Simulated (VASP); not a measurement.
Method: AM05 GGA, VASP's PBE PAW potentials (set 64) (plane waves; VASP).

The input files of a VASP run:

**KPOINTS**
```
kpoints
0
gamma
  11 11 3
0 0 0
```

### POSCAR
```
La
1
    1.8394034744    -3.1859404843     0.0000000000
    1.8394034744     3.1859404843     0.0000000000
    0.0000000000     0.0000000000    11.7702799436
La
4
Direct
  0.0000000000   0.0000000000   0.5000000000
  0.0000000000   0.0000000000   0.0000000000
  0.3333330000   0.6666670000   0.2500000000
  0.6666670000   0.3333330000   0.7500000000
```

### INCAR
```
SYSTEM = La
PREC = Accurate; ENCUT = 520; LREAL = .FALSE.
LASPH = .TRUE.
EDIFF = 1E-7; NELM = 100; ALGO = Normal
LMAXMIX = 6
ISMEAR = -5
GGA = AM
ISIF = 2
LWAVE = .FALSE.; LCHARG = .TRUE.; LORBIT = 11
NEDOS = 601
LEFG = .TRUE.
```

POTCAR, in this order: La (PBE.64 set). Program: vasp_std.

The run wrote:

File OUTCAR:
```
 ion  position               nearest neighbor table
   1  0.000  0.000  0.500-   3 3.63   4 3.63   4 3.63   3 3.63   4 3.63   3 3.63
   2  0.000  0.000  0.000-   3 3.63   4 3.63   4 3.63   3 3.63   4 3.63   3 3.63
   3  0.333  0.667  0.250-   1 3.63   2 3.63   1 3.63   2 3.63   1 3.63   2 3.63
   4  0.667  0.333  0.750-   1 3.63   2 3.63   1 3.63   2 3.63   1 3.63   2 3.63
  LATTYP: Found a hexagonal cell.
 ALAT       =     3.6788071315
 C/A-ratio  =     3.1994827461
 Subroutine PRICEL returns:
 Original cell was already a primitive cell.
 Subroutine GETGRP returns: Found 24 space group operations
The static configuration has the point symmetry D_3d.
 The point group associated with its full space group is D_6h.
The dynamic configuration has the point symmetry D_3d.
 Subroutine INISYM returns: Found 24 space group operations
 Subroutine IBZKPT returns following result:
 Found     32 irreducible k-points:

 Following reciprocal coordinates:
            Coordinates               Weight
  0.000000  0.000000  0.000000      1.000000
  0.090909  0.000000  0.000000      6.000000
  0.181818  0.000000  0.000000      6.000000
  0.272727  0.000000  0.000000      6.000000
  0.363636  0.000000  0.000000      6.000000
...
```

File OSZICAR:
```
       N       E                     dE             d eps       ncg     rms          rms(c)
DAV:   1     0.567083463798E+03    0.56708E+03   -0.14936E+04  1672   0.234E+03
DAV:   2     0.114588618252E+03   -0.45249E+03   -0.44696E+03  2544   0.458E+02
DAV:   3    -0.410049918008E+01   -0.11869E+03   -0.11776E+03  3096   0.280E+02
DAV:   4    -0.182436452736E+02   -0.14143E+02   -0.13960E+02  3072   0.988E+01
DAV:   5    -0.202033882409E+02   -0.19597E+01   -0.19051E+01  3280   0.333E+01    0.483E+00
DAV:   6    -0.203779980514E+02   -0.17461E+00   -0.26664E+00  3232   0.118E+01    0.240E+00
DAV:   7    -0.203666213295E+02    0.11377E-01   -0.37181E-01  3312   0.398E+00    0.707E-01
DAV:   8    -0.203688097278E+02   -0.21884E-02   -0.59292E-02  3256   0.147E+00    0.269E-01
DAV:   9    -0.203698758113E+02   -0.10661E-02   -0.10735E-02  3128   0.690E-01    0.207E-01
DAV:  10    -0.203704280086E+02   -0.55220E-03   -0.35776E-03  2976   0.451E-01    0.488E-02
DAV:  11    -0.203705190722E+02   -0.91064E-04   -0.36987E-04  3328   0.137E-01    0.299E-02
DAV:  12    -0.203705522598E+02   -0.33188E-04   -0.19401E-04  3008   0.105E-01    0.893E-03
DAV:  13    -0.203705608473E+02   -0.85874E-05   -0.22409E-05  2952   0.367E-02    0.321E-03
DAV:  14    -0.203705585200E+02    0.23273E-05   -0.26416E-06  2904   0.157E-02    0.103E-03
DAV:  15    -0.203705582218E+02    0.29818E-06   -0.53507E-07  2512   0.739E-03    0.643E-04
DAV:  16    -0.203705584246E+02   -0.20283E-06    0.53578E-08  1640   0.433E-03    0.735E-04
DAV:  17    -0.203705581415E+02    0.28315E-06   -0.44397E-09  1480   0.448E-03    0.463E-04
DAV:  18    -0.203705584597E+02   -0.31822E-06   -0.42269E-09  1472   0.277E-03    0.195E-04
DAV:  19    -0.203705584056E+02    0.54106E-07   -0.39464E-09  1408   0.240E-03
   1 F= -.20370558E+02 E0= -.20370558E+02  d E =0.000000E+00
```

File OUTCAR:
```
------------------------ aborting loop because EDIFF is reached ----------------------------------------
  FORCE on cell =-STRESS in cart. coord.  units (eV):
  Direction    XX          YY          ZZ          XY          YZ          ZX
  --------------------------------------------------------------------------------------
  Total        0.2258585      0.2258585     -0.1453303     -0.0000000      0.0000000     -0.0000000
  in kB        2.6231040      2.6231043     -1.6878555     -0.0000000      0.0000000     -0.0000000
  external PRESSURE =       1.1861176 kB  Pullay stress =       0.0000000 kB
  volume of cell :      137.95
      direct lattice vectors                 reciprocal lattice vectors
     1.839403474 -3.185940484  0.000000000     0.271827256 -0.156939529  0.000000000
     1.839403474  3.185940484  0.000000000     0.271827256  0.156939529  0.000000000
     0.000000000  0.000000000 11.770279944     0.000000000  0.000000000  0.084959746
 POSITION                                       TOTAL-FORCE (eV/Angst)
 -----------------------------------------------------------------------------------
      0.00000      0.00000      5.88514        -0.000000      0.000000     -0.000000
      0.00000      0.00000      0.00000        -0.000000      0.000000     -0.000000
      1.83940      1.06198      2.94257        -0.000000      0.000000      0.000000
      1.83940     -1.06198      8.82771         0.000000     -0.000000      0.000000
 -----------------------------------------------------------------------------------
    total drift:                                0.000000      0.000000      0.000000
  FREE ENERGIE OF THE ION-ELECTRON SYSTEM (eV)
  ---------------------------------------------------
  free  energy   TOTEN  =       -20.3705584056 eV

  energy  without entropy=      -20.3705584056  energy(sigma->0) =      -20.37055841

 total charge

# of ion       s       p       d       f       tot
--------------------------------------------------
    1        2.107   5.524   0.940   0.099   8.670
    2        2.107   5.524   0.940   0.099   8.670
    3        2.111   5.531   0.930   0.091   8.663
    4        2.111   5.531   0.930   0.091   8.663
--------------------------------------------------
tot          8.436  22.109   3.741   0.381  34.667

 Electric field gradients after diagonalization (V/A^2)
 (convention: |V_zz| > |V_xx| > |V_yy|)
----------------------------------------------------------------------
 ion       V_xx      V_yy      V_zz     asymmetry (V_yy - V_xx)/ V_zz
----------------------------------------------------------------------
   1     -13.705   -13.705    27.410       0.000
   2     -13.705   -13.705    27.410       0.000
   3     -20.059   -20.057    40.116       0.000
   4     -20.059   -20.057    40.116       0.000
```
(Selected blocks of OUTCAR.)

For a metal the tetrahedron method with Blöchl corrections gives inexact stress and forces.

The compound is La in the dhcp structure. It was relaxed first, which changed the volume by -8 %.
